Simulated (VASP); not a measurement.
CaHI (space group P4/nmm): the band gap from VASP (plane waves, PAW) at several levels of theory. Gaps are without spin-orbit coupling. Each level names its cell: its own relaxed one, PBE's, or the starting one. A gap is the smallest over the k-mesh and a band path; hybrids may have named points in place of the path, and GW has the mesh alone.

```csv
level,band gap (eV)
PBEsol (own cell),3.05
r2SCAN (own cell),3.85
```

The cell of the PBEsol (own cell) run:

Space group P4/nmm, origin choice 1 (No. 129); a = 3.972 Å, b = 3.972 Å, c = 8.747 Å, α = 90.00°, β = 90.00°, γ = 90.00°

```json
[
 {"atom": "Ca", "site": "2c", "symmetry": "4mm", "x": "0.0000", "y": "0.5000", "z": "0.1365"},
 {"atom": "H", "site": "2a", "symmetry": "-4m2", "x": "0.0000", "y": "0.0000", "z": "0.0000"},
 {"atom": "I", "site": "2c", "symmetry": "4mm", "x": "0.5000", "y": "0.0000", "z": "0.3139"}
]
```

Only levels that ran to the end are used. Left out are those held back, those with too coarse a band path, GW runs whose mesh misses a band edge, hybrids' fits of cells that aren't cubic and levels without matching references; a question may draw on a part of the rest.

The structure comes from a computed database's CaHI entry (P4/nmm); how it stands against other phases isn't given here.
